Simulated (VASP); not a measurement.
A cell of Cd (hcp) near equilibrium:

```xyz
2
Lattice="1.4777 -2.5595 0.0000 1.4777 2.5595 0.0000 0.0000 0.0000 5.4696" Properties=species:S:1:pos:R:3 pbc="T T T"
Cd     1.4777     0.8532     1.3674
Cd     1.4777    -0.8532     4.1022
```

Calculation: PBEsol GGA, VASP's PBE PAW potentials (set 64) (plane waves; VASP 6.6.1).

| run | ΔE (meV/atom) | σxx | σyy | σzz | largest shear component, with its sign (GPa) | largest force (eV/Å) |
|---|---|---|---|---|---|---|
| as it is | 0.0 | 1.56 | 1.56 | 0.27 | 0.00 | 0.000 |
| after one change | 2.0 | 1.28 | 2.04 | 0.34 | 0.00 | 0.048 |
Stress is in GPa, positive when the cell is compressed.

Question: Which change was made?
A. isotropic strain of +4.0 %
B. atom 1 (Cd) moved by 0.150 Å along y
C. isotropic strain of +1.5 %
D. isotropic strain of -2.0 %

Answer: B, atom 1 (Cd) moved by 0.150 Å along y

The compound is Cd in the hcp structure.
